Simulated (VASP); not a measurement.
The system is FeSi.

```
Fe Si
1.0
     4.55070    0.00000    0.00000
     0.00000    4.55070    0.00000
     0.00000    0.00000    4.55070
Fe Si
4 4
Direct
  0.13652 0.13652 0.13652
  0.36348 0.86348 0.63652
  0.63652 0.36348 0.86348
  0.86348 0.63652 0.36348
  0.84240 0.84240 0.84240
  0.65760 0.15760 0.34240
  0.34240 0.65760 0.15760
  0.15760 0.34240 0.65760
```

Base run:

- Program: VASP 6.6.1
- Functional: r2SCAN
- Potentials or basis: VASP PAW PBE potentials, release 64 (Fe, Si)
- Cutoff: 520 eV
- k mesh: 6 × 6 × 6
- Occupations: fermi-dirac, width 0.01 eV
- Spin: no spin polarisation

Its results: band gap on the k mesh 0.30 eV, indirect (least direct gap 0.31 eV).

**Question.** The run is repeated on the same cell with these changes: functional from r2SCAN to PBE. What comes out?

**Answer.** Band gap on the k mesh 0.14 eV, indirect (least direct gap 0.15 eV).

r2SCAN gives the wider gap, since meta-GGAs in the generalised Kohn-Sham scheme recover part of the derivative discontinuity.
